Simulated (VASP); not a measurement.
Level of theory: LDA (Ceperley-Alder, Perdew-Zunger), VASP's LDA PAW potentials (set 64) (plane waves; VASP 6.6.1).

VASP input:

**INCAR**
```
SYSTEM = Ag
PREC = Accurate
ENCUT = 400
EDIFF = 1E-7
NELM = 100
ALGO = Normal
LREAL = .FALSE.
LASPH = .TRUE.
ISMEAR = -5
LMAXMIX = 4
LWAVE = .FALSE.
LCHARG = .TRUE.
LORBIT = 11
NEDOS = 601
ISIF = 2
```

### KPOINTS
```
kpoints
0
Gamma
18 18 18
```

File POSCAR:
```
Ag
1.0
  0.0000000000   1.9991932390   1.9991932390
  1.9991932390   0.0000000000   1.9991932390
  1.9991932390   1.9991932390   0.0000000000
Ag
1
Direct
  0.0000000000   0.0000000000   0.0000000000
```

POTCAR, in this order: Ag (LDA.64 set). Program: vasp_std.

What VASP printed:

**OSZICAR**
```
       N       E                     dE             d eps       ncg     rms          rms(c)
DAV:   1     0.337009339011E+02    0.33701E+02   -0.49597E+03  3798   0.889E+02
DAV:   2    -0.382932048877E+01   -0.37530E+02   -0.35618E+02  3579   0.181E+02
DAV:   3    -0.411489956020E+01   -0.28558E+00   -0.28551E+00  4152   0.190E+01
DAV:   4    -0.411546159773E+01   -0.56204E-03   -0.56189E-03  3957   0.775E-01
DAV:   5    -0.411546498683E+01   -0.33891E-05   -0.33876E-05  3923   0.540E-02    0.652E+00
DAV:   6    -0.380134855223E+01    0.31412E+00   -0.14598E+00  3569   0.131E+01    0.397E+00
DAV:   7    -0.378765072157E+01    0.13698E-01   -0.12632E-02  3813   0.114E+00    0.216E+00
DAV:   8    -0.378249957818E+01    0.51511E-02   -0.93474E-04  3555   0.325E-01    0.774E-02
DAV:   9    -0.378251141382E+01   -0.11836E-04   -0.74175E-06  4165   0.227E-02    0.877E-03
DAV:  10    -0.378251184858E+01   -0.43475E-06   -0.18378E-06  3860   0.132E-02    0.461E-03
DAV:  11    -0.378251181840E+01    0.30174E-07   -0.38787E-08  2139   0.201E-03
   1 F= -.37825118E+01 E0= -.37825118E+01  d E =0.000000E+00
```

### OUTCAR
```
------------------------ aborting loop because EDIFF is reached ----------------------------------------
  FORCE on cell =-STRESS in cart. coord.  units (eV):
  Direction    XX          YY          ZZ          XY          YZ          ZX
  --------------------------------------------------------------------------------------
  Total       -0.0010633     -0.0010633     -0.0010633     -0.0000000      0.0000000     -0.0000000
  in kB       -0.1066079     -0.1066079     -0.1066079     -0.0000000      0.0000000     -0.0000000
  external PRESSURE =      -0.1066079 kB  Pullay stress =       0.0000000 kB
  volume of cell :       15.98
      direct lattice vectors                 reciprocal lattice vectors
     0.000000000  1.999193239  1.999193239    -0.250100886  0.250100886  0.250100886
     1.999193239  0.000000000  1.999193239     0.250100886 -0.250100886  0.250100886
     1.999193239  1.999193239  0.000000000     0.250100886  0.250100886 -0.250100886
 POSITION                                       TOTAL-FORCE (eV/Angst)
 -----------------------------------------------------------------------------------
      0.00000      0.00000      0.00000         0.000000      0.000000      0.000000
 -----------------------------------------------------------------------------------
    total drift:                               -0.000000      0.000000     -0.000000
  FREE ENERGIE OF THE ION-ELECTRON SYSTEM (eV)
  ---------------------------------------------------
  free  energy   TOTEN  =        -3.7825118184 eV

  energy  without entropy=       -3.7825118184  energy(sigma->0) =       -3.78251182

 total charge

# of ion       s       p       d       tot
------------------------------------------
    1        0.446   0.349   9.149   9.945
```
(Selected blocks of OUTCAR.)

For a metal the tetrahedron method with Blöchl corrections gives inexact stress and forces.

The compound is Ag in the fcc structure. It was relaxed first, which changed the volume by -7 %.
